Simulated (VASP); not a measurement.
Input:

```
CELL_PARAMETERS angstrom
      0.00000     3.18976     3.18976
      3.18976     0.00000     3.18976
      3.18976     3.18976     0.00000
ATOMIC_POSITIONS crystal
  K  0.00000 0.00000 0.00000
  Cl 0.50000 0.50000 0.50000
```

These are PW91 GGA, VASP's PBE PAW potentials (set 64) (plane waves; VASP) values and carry that method's errors. Settings: 520 eV cut-off, 7×7×7 Γ-centred mesh, Gaussian smearing of 0.050 eV, potentials K_sv Cl.

Question: Predict the energy per atom (σ→0), band gap (on the k-mesh) with the smallest direct gap where there is one.

Answer: 
The band gap (on the k-mesh) comes out as 5.08 eV. The smallest direct gap (on the k-mesh) comes out as 5.08 eV and the energy per atom (σ→0) is -3.436 eV/atom.

Only differences to runs with the same potentials and settings are physical.

The compound is KCl in the rock salt structure. It was relaxed first. The start is the result of an earlier pass.
